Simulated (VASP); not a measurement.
Calculation: TPSS meta-GGA, VASP's PBE PAW potentials (set 64) (plane waves; VASP).

VASP input:

File KPOINTS:
```
Automatic mesh
0
Gamma
9 9 9
0 0 0
```

INCAR:
```
SYSTEM = AgCl
PREC = Accurate
ENCUT = 520
EDIFF = 1E-7
NELM = 100
ALGO = Normal
LREAL = .FALSE.
LASPH = .TRUE.
ISMEAR = -5
METAGGA = TPSS
LMIXTAU = .TRUE.
LMAXMIX = 4
LWAVE = .FALSE.
LCHARG = .FALSE.
LORBIT = 11
NEDOS = 601
ISIF = 2
```

### KPOINTS_OPT
```
k-points along high-symmetry lines
10
Line-mode
Reciprocal
  0.000000   0.000000   0.000000 ! GAMMA
  0.500000   0.000000   0.500000 ! X

  0.500000   0.000000   0.500000 ! X
  0.625000   0.250000   0.625000 ! U

  0.375000   0.375000   0.750000 ! K
  0.000000   0.000000   0.000000 ! GAMMA

  0.000000   0.000000   0.000000 ! GAMMA
  0.500000   0.500000   0.500000 ! L

  0.500000   0.500000   0.500000 ! L
  0.500000   0.250000   0.750000 ! W

  0.500000   0.250000   0.750000 ! W
  0.500000   0.000000   0.500000 ! X
```

**POSCAR**
```
AgCl
1
    0.0000000000     2.7750000000     2.7750000000
    2.7750000000     0.0000000000     2.7750000000
    2.7750000000     2.7750000000     0.0000000000
Ag Cl
1 1
Direct
  0.0000000000   0.0000000000   0.0000000000
  0.5000000000   0.5000000000   0.5000000000
```

POTCAR, in this order: Ag Cl (PBE.64 set). Program: vasp_std.

Output of the run:

**OSZICAR**
```
       N       E                     dE             d eps       ncg     rms          rms(c)
DAV:   1     0.881057267494E+02    0.88106E+02   -0.88189E+03   926   0.126E+03
DAV:   2    -0.164428021229E+02   -0.10455E+03   -0.98935E+02  1070   0.260E+02
DAV:   3    -0.205627290844E+02   -0.41199E+01   -0.41054E+01  1050   0.560E+01
DAV:   4    -0.205938118188E+02   -0.31083E-01   -0.31079E-01  1020   0.552E+00
DAV:   5    -0.205942156915E+02   -0.40387E-03   -0.40387E-03  1065   0.611E-01    0.680E+00
DAV:   6    -0.192169800519E+02    0.13772E+01   -0.55756E+00   910   0.315E+01    0.539E+00
DAV:   7    -0.192844133374E+02   -0.67433E-01   -0.12606E-01   940   0.345E+00    0.373E+00
DAV:   8    -0.191950338816E+02    0.89379E-01   -0.24620E-01   925   0.465E+00    0.700E-01
DAV:   9    -0.192545982974E+02   -0.59564E-01   -0.58328E-02   915   0.357E+00    0.364E-01
DAV:  10    -0.192529972686E+02    0.16010E-02   -0.22531E-02   915   0.190E+00    0.275E-01
DAV:  11    -0.192511786789E+02    0.18186E-02   -0.10514E-03   915   0.372E-01    0.209E-01
DAV:  12    -0.192691025376E+02   -0.17924E-01   -0.40204E-03   910   0.957E-01    0.184E-01
DAV:  13    -0.192693065342E+02   -0.20400E-03   -0.64468E-04   930   0.271E-01    0.886E-02
DAV:  14    -0.192692997235E+02    0.68107E-05   -0.58416E-05   995   0.101E-01    0.472E-02
DAV:  15    -0.192693136295E+02   -0.13906E-04   -0.29349E-05   925   0.616E-02    0.258E-02
DAV:  16    -0.192693134137E+02    0.21579E-06   -0.16004E-06  1060   0.127E-02    0.225E-02
DAV:  17    -0.192693219432E+02   -0.85295E-05   -0.80219E-06   920   0.337E-02    0.109E-02
DAV:  18    -0.192693279494E+02   -0.60062E-05   -0.82986E-06   925   0.309E-02    0.499E-03
DAV:  19    -0.192693280183E+02   -0.68936E-07   -0.27405E-07  1011   0.651E-03
   1 F= -.19269328E+02 E0= -.19269328E+02  d E =0.000000E+00
       N       E                     dE             ncg
       N       E                     dE             ncg
```

### OUTCAR
```
------------------------ aborting loop because EDIFF is reached ----------------------------------------
  FORCE on cell =-STRESS in cart. coord.  units (eV):
  Direction    XX          YY          ZZ          XY          YZ          ZX
  --------------------------------------------------------------------------------------
  Total        0.0383543      0.0383543      0.0383543      0.0000000     -0.0000000     -0.0000000
  in kB        1.4378230      1.4378230      1.4378230      0.0000000     -0.0000000     -0.0000000
  external PRESSURE =       1.4378230 kB  Pullay stress =       0.0000000 kB
  volume of cell :       42.74
      direct lattice vectors                 reciprocal lattice vectors
     0.000000000  2.775000000  2.775000000    -0.180180180  0.180180180  0.180180180
     2.775000000  0.000000000  2.775000000     0.180180180 -0.180180180  0.180180180
     2.775000000  2.775000000  0.000000000     0.180180180  0.180180180 -0.180180180
  FREE ENERGIE OF THE ION-ELECTRON SYSTEM (eV)
  ---------------------------------------------------
  free  energy   TOTEN  =       -19.2693280183 eV

  energy  without entropy=      -19.2693280183  energy(sigma->0) =      -19.26932802

 total charge

# of ion       s       p       d       tot
------------------------------------------
    1        0.186   0.134   9.359   9.679
    2        1.582   3.472   0.000   5.054
--------------------------------------------------
tot          1.768   3.606   9.359  14.733
```
(Selected blocks of OUTCAR.)

**OUTCAR**
```
 val. band max:        3.6816168392   @ k =   0.4444   0.0000   0.0000

 cond. band min:       4.7120296611   @ k =   0.0000   0.0000   0.0000


 Fermi energy:         3.7130419982

 k-point     1 :       0.0000    0.0000    0.0000
  band No.  band energies     occupation
      1     -11.7895      2.00000
      2       1.3179      2.00000
      3       1.3179      2.00000
      4       1.3179      2.00000
      5       1.3331      2.00000
      6       1.3331      2.00000
      7       1.3331      2.00000
      8       1.3850      2.00000
      9       1.3850      2.00000
     10       4.7120      0.00000
     11      14.6467      0.00000
     12      14.6467      0.00000
     13      14.6467      0.00000

 k-point     2 :       0.1111    0.0000    0.0000
  band No.  band energies     occupation
      1     -11.7422      2.00000
      2       0.6339      2.00000
      3       0.6873      2.00000
      4       0.6873      2.00000
      5       1.3789      2.00000
      6       1.3789      2.00000
      7       1.5759      2.00000
      8       2.0676      2.00000
      9       2.0676      2.00000
     10       5.2898      0.00000
     11      13.4359      0.00000
     12      14.4378      0.00000
     13      14.4378      0.00000

 k-point     3 :       0.2222    0.0000    0.0000
  band No.  band energies     occupation
      1     -11.6185      2.00000
      2      -0.3025      2.00000
      3       0.1433      2.00000
      4       0.1433      2.00000
      5       1.4853      2.00000
      6       1.4853      2.00000
      7       1.7225      2.00000
      8       2.7641      2.00000
      9       2.7641      2.00000
     10       6.4444      0.00000
     11      11.9197      0.00000
     12      13.3809      0.00000
     13      13.3809      0.00000

 k-point     4 :       0.3333    0.0000    0.0000
  band No.  band energies     occupation
      1     -11.4701      2.00000
      2      -1.0942      2.00000
      3      -0.2419      2.00000
...
```

The compound is AgCl in the rock salt structure. The cell was not relaxed at this level.
